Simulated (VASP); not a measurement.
Data:

```
CELL_PARAMETERS angstrom
      0.00000     2.38880     2.38880
      2.38880     0.00000     2.38880
      2.38880     2.38880     0.00000
ATOMIC_POSITIONS crystal
  B  0.00000 0.00000 0.00000
  As 0.25000 0.25000 0.25000
```

Calculation: PBEsol GGA, VASP's PBE PAW potentials (set 64) (plane waves; VASP). Settings: 520 eV cut-off, Gaussian smearing of 0.050 eV, potentials B As.

Question: Give the energies of bands 2 to 7 at the high-symmetry points, in eV from the valence-band maximum.

Answer: 
```json
[
 {"band": "2", "Γ": "0.00", "X": "-8.53", "U": "-8.14", "L": "-8.83", "W": "-8.05"},
 {"band": "3", "Γ": "0.00", "X": "-4.10", "U": "-6.01", "L": "-1.83", "W": "-5.55"},
 {"band": "4", "Γ": "0.00", "X": "-4.10", "U": "-3.51", "L": "-1.83", "W": "-5.25"},
 {"band": "5", "Γ": "3.24", "X": "1.31", "U": "1.94", "L": "2.65", "W": "5.16"},
 {"band": "6", "Γ": "3.24", "X": "1.34", "U": "5.47", "L": "4.73", "W": "5.90"},
 {"band": "7", "Γ": "3.24", "X": "11.34", "U": "9.18", "L": "4.73", "W": "6.67"}
]
```

The gap is indirect, 1.08 eV, from the valence maximum at Γ to the conduction minimum at Γ-X at 0.79.

Measured: gap 1.82 eV (computed value off by -0.74 eV), as given by Wikipedia, List of semiconductor materials.

The compound is BAs in the zinc blende structure. It was relaxed first.
